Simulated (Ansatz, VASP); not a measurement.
# Ga14Ge17O55 (amorphous 29Ga2O3-71GeO2 (mol %)) in two plane-wave programs, part 3 of 3

Wanted: the spread between two codes on one cell, functional and k mesh. Of the first pair: The structure shown is the start of the Ansatz relaxation below; VASP solves that cell, so the two are compared at the walk's first step.

VASP 6.6.1 and Ansatz 0.2.0.

So far. Step 3 (VASP: single point, PBE, start cell, pair 1): The run ends at a pressure of -0.69 GPa, with forces up to 2.7 eV/Å.

## 6. VASP: single point, PBE, relaxed cell, pair 2

Level of this step: PBE; plane waves and PAW (Ga_d, Ge_d, O) (VASP).

The same cell, functional, mesh and smearing now go to VASP, with its own data sets.

Contents of INCAR:

```
SYSTEM = Ga14Ge17O55
PREC = Accurate
ENCUT = 600
EDIFF = 1E-06
NELM = 120
ISMEAR = 0
SIGMA = 0.025
LREAL = Auto
ALGO = Normal
GGA = PE
NBANDS = 440
LORBIT = 11
LWAVE = .FALSE.
LCHARG = .FALSE.
ISIF = 2
LASPH = .TRUE.
GGA_COMPAT = .FALSE.
EFERMI = MIDGAP
NCORE = 2
```

Contents of POSCAR:

```
Ga14Ge17O55
1.0
   10.6058280000      0.0427890000      0.3421710000
    0.0427890000     10.6509660000      0.0392400000
    0.3421710000      0.0392400000     10.5257170000
Ga Ge O
14 17 55
Direct
    0.0282200000      0.9383600000      0.8479300000
    0.0774900000      0.1994900000      0.5427500000
    0.7850700000      0.0900800000      0.8960800000
    0.9745700000      0.1517400000      0.1044000000
    0.8807300000      0.1049200000      0.3794900000
    0.1051900000      0.3214900000      0.2569700000
    0.0918600000      0.9282900000      0.3265700000
    0.0664800000      0.2382200000      0.8354100000
    0.4925200000      0.4063100000      0.1777900000
    0.5701500000      0.7421800000      0.2456000000
    0.0519900000      0.5842800000      0.1634800000
    0.8365300000      0.8065100000      0.3623900000
    0.8669300000      0.8887900000      0.1073800000
    0.2819200000      0.4880000000      0.0136600000
    0.1516200000      0.8092000000      0.0611000000
    0.5879100000      0.5303900000      0.9187100000
    0.3749600000      0.5328000000      0.7145700000
    0.3758400000      0.7620100000      0.5039900000
    0.6645000000      0.1545700000      0.1988500000
    0.7559000000      0.5235600000      0.2916500000
    0.6756500000      0.8122300000      0.8765600000
    0.3368300000      0.3394000000      0.4535100000
    0.3427900000      0.0724000000      0.5819800000
    0.4754800000      0.9536200000      0.0624000000
    0.7733400000      0.3382600000      0.5423800000
    0.2811200000      0.1834500000      0.0360000000
    0.6063600000      0.1425400000      0.7160400000
    0.8198300000      0.8964500000      0.6487800000
    0.0978200000      0.6420500000      0.4503600000
    0.9714800000      0.4837600000      0.6991700000
    0.8637600000      0.4391800000      0.9852600000
    0.0200900000      0.7852200000      0.4134400000
    0.8058900000      0.8996000000      0.9361700000
    0.9232700000      0.9549900000      0.2670100000
    0.6322000000      0.2678200000      0.6056400000
    0.7914700000      0.1041800000      0.0818700000
    0.7118200000      0.7804300000      0.7145500000
    0.6369000000      0.1820700000      0.8734800000
    0.7330400000      0.8172300000      0.2170200000
    0.7979200000      0.9220200000      0.4890900000
    0.2638600000      0.5085800000      0.8418100000
    0.1680800000      0.3121000000      0.4238100000
    0.0602100000      0.5315500000      0.3336500000
    0.9903700000      0.7477500000      0.1105000000
    0.1293800000      0.4283800000      0.1125500000
    0.3892900000      0.4268300000      0.3225200000
    0.2104600000      0.6491500000      0.0838700000
    0.9440300000      0.2409300000      0.2574200000
    0.3664800000      0.3191900000      0.0732700000
    0.0083600000      0.9900700000      0.0316000000
    0.3166700000      0.9206200000      0.5195000000
    0.1633600000      0.8423300000      0.8961800000
    0.8203200000      0.4615100000      0.6410400000
    0.4621000000      0.5252100000      0.0407700000
    0.1930500000      0.1250600000      0.6475100000
    0.7354200000      0.3899600000      0.3903200000
    0.1544600000      0.1722400000      0.1567300000
    0.2597500000      0.6768900000      0.4253200000
    0.5311500000      0.0644400000      0.1689800000
    0.7448900000      0.0375500000      0.7147300000
    0.0509800000      0.3340700000      0.6893100000
    0.9478400000      0.2916100000      0.9778500000
    0.0525200000      0.0640800000      0.4297800000
    0.8724100000      0.5074600000      0.1433700000
    0.5523800000      0.9203600000      0.9084300000
    0.6685300000      0.6689400000      0.9579800000
    0.2038900000      0.8888400000      0.1958900000
    0.7100700000      0.4181800000      0.9376800000
    0.0632600000      0.5946000000      0.6114300000
    0.5203200000      0.7582700000      0.4160200000
    0.2208300000      0.2262100000      0.8912500000
    0.9515800000      0.5282100000      0.8635400000
    0.4606500000      0.8061800000      0.1343400000
    0.9702100000      0.8694600000      0.7014200000
    0.3428000000      0.0318200000      0.0065300000
    0.3812500000      0.6900900000      0.6570600000
    0.8164500000      0.6361900000      0.3890200000
    0.6371700000      0.3136700000      0.1698000000
    0.9572000000      0.1030500000      0.8184500000
    0.3461500000      0.4149500000      0.6006300000
    0.4634000000      0.0661000000      0.6922100000
    0.8947200000      0.2199300000      0.5250400000
    0.7115700000      0.1178600000      0.3494100000
    0.3940600000      0.1820500000      0.4590900000
    0.5327200000      0.5099400000      0.7672100000
    0.6105300000      0.5652000000      0.2291800000
```

Contents of KPOINTS:

```
Automatic mesh
0
Gamma
1 1 1
0 0 0
```

PAW data sets: Ga_d, Ge_d and O (PBE family, release 64).

Started as:

```console
$ mpirun -np 8 vasp_gam
```

Numbers of over 12 decimals in the logs are rounded to 6 here.

Log:

```text
[... set-up lines as in an earlier step ...]
 entering main loop
       N       E                     dE             d eps       ncg     rms          rms(c)
DAV:   1     0.251755279456E+05    0.25176E+05   -0.26959E+05  1032   0.462E+03
DAV:   2     0.623757218623E+04   -0.18938E+05   -0.17542E+05   880   0.135E+03
DAV:   3     0.533628749548E+03   -0.57039E+04   -0.53955E+04  1056   0.441E+02
DAV:   4    -0.497134678497E+03   -0.10308E+04   -0.99639E+03  1032   0.197E+02
[...]
DAV:  18    -0.525846878486E+03   -0.37920E-05   -0.74299E-05  1272   0.408E-02    0.621E-03
DAV:  19    -0.525846881126E+03   -0.26398E-05   -0.30795E-05  1168   0.171E-02    0.425E-03
DAV:  20    -0.525846880649E+03    0.47710E-06   -0.66989E-06   744   0.982E-03
   1 F= -.52584688E+03 E0= -.52584688E+03  d E =0.000000E+00
```

OUTCAR, selected parts (step 6):

```text
  FREE ENERGIE OF THE ION-ELECTRON SYSTEM (eV)
  ---------------------------------------------------
  free  energy   TOTEN  =      -525.8468806491 eV

  energy  without entropy=     -525.8468806491  energy(sigma->0) =     -525.84688065
```

The run ends at a pressure of -0.14 GPa, with forces up to 0.065 eV/Å.

## 7. Differences

What differs besides the data sets and the points named for the pairs above, as far as they apply: the cutoff is 420 eV in Ansatz and 600 eV in VASP (PREC = Accurate, projectors in real space). Total energies have different zeros and are not compared.

Compared:

| quantity | Ansatz | VASP | difference |
| --- | --- | --- | --- |
| pressure (GPa) | 0.01 | -0.14 | +0.15 |
| gap on the k mesh (eV) | 2.056 | 2.028 | +0.028 |

Forces on 8 of the 86 atoms, those with the largest forces and the largest differences (eV/Å; atoms numbered as in POSCAR):

| atom | Ansatz x, y, z | VASP x, y, z |
| --- | --- | --- |
| Ga6 | 0.005, 0.003, 0.011 | 0.008, 0.044, 0.042 |
| Ga7 | -0.003, -0.003, 0.005 | 0.054, 0.014, 0.015 |
| Ga8 | -0.003, 0.002, -0.006 | 0.062, -0.003, -0.016 |
| Ge22 | 0.006, 0.011, 0.007 | 0.034, 0.052, 0.009 |
| Ge27 | -0.015, 0.020, -0.009 | -0.051, 0.023, -0.025 |
| O46 | -0.002, 0.000, -0.004 | -0.026, -0.029, 0.045 |
| O57 | 0.005, 0.000, -0.003 | 0.054, -0.025, -0.021 |
| O83 | 0.000, 0.004, 0.000 | -0.043, 0.014, -0.037 |

The forces differ by 23 meV/Å r.m.s., where the r.m.s. force is 0.005 eV/Å in Ansatz and 0.025 eV/Å in VASP: the atoms lie near their places of rest in Ansatz, so a percentage would say little (all taken over all components). A gap on the mesh is an upper bound, since the band edges may lie between its points.

## 8. Outcome

```yaml
r_m_s_force_difference_single_point_pbe_start_cell_pair_1: 3.6 % of the r.m.s. force
r_m_s_force_difference_single_point_pbe_relaxed_cell_pair_2: 23 meV/Å
```

What this shows: The r.m.s. force difference is 23 meV/Å (single point, PBE, relaxed cell, pair 2), beyond the 12 meV/Å picked in this series as the mark of a large difference. What causes the difference of the single point, PBE, start cell, pair 1 pair stays open here. What causes the difference of the single point, PBE, relaxed cell, pair 2 pair stays open here. How closely two codes agree says nothing of how well the functional describes the real material.

[Lines on the potential files, build, host, timing and source positions are cut from VASP's logs without a mark.]

[Logs are printed without paths, hosts, clocks, repeated set-up lines and the standing remarks that a program may print on its own settings, such as how far it seeks lower states.]

[Hosts, paths, dates, database ids (printed as entryN), source tags and the programs' standing remarks are cut or masked in the printed files.]
